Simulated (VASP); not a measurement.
Input of a VASP 6.6.1 run:

INCAR

```
SYSTEM = FeO
ALGO = Normal ; EDIFF = 1E-6
ENCUT = 450 ; GGA = PS
ISIF = 2 ; ISMEAR = 0
ISPIN = 2 ; LASPH = .TRUE.
LCHARG = .FALSE. ; LDAU = .TRUE.
LDAUJ = 0 0 ; LDAUL = 2 -1
LDAUPRINT = 1 ; LDAUTYPE = 2
LDAUU = 4 0 ; LMAXMIX = 4
LORBIT = 11 ; LREAL = .FALSE.
LWAVE = .FALSE. ; MAGMOM = 2 2 0 0
NBANDS = 26 ; NELM = 150
PREC = Accurate ; SIGMA = 0.05
```

File KPOINTS:

```
k-points
0
G
  9 9 9
  0 0 0
```

POSCAR

```
FeO
1.0
    1.5176821100     -0.8762341700      5.0315891600
   -1.5176821100     -0.8762341700      5.0315891600
    0.0000000000     -3.5049367000      5.0315891600
Fe O
2 2
Direct
    0.0000000000      0.0000000000      0.0000000000
    0.0000000000      0.0000000000      0.5000000000
    0.5000000000      0.5000000000      0.7500000000
    0.5000000000      0.5000000000      0.2500000000
```

Potentials or basis: VASP PAW PBE potentials, release 64 (Fe, O).

Run with:

```bash
$ cat potpaw_PBE.64/Fe/POTCAR potpaw_PBE.64/O/POTCAR > POTCAR
$ mpirun -np 1 vasp_std > vasp.out
```

(1) Estimate the site moments.

(2) What does it give for the band gap on the k mesh?

Answers

(1) Fe +3.81; O +0.21 μB.

(2) none (metal or under the smearing width).
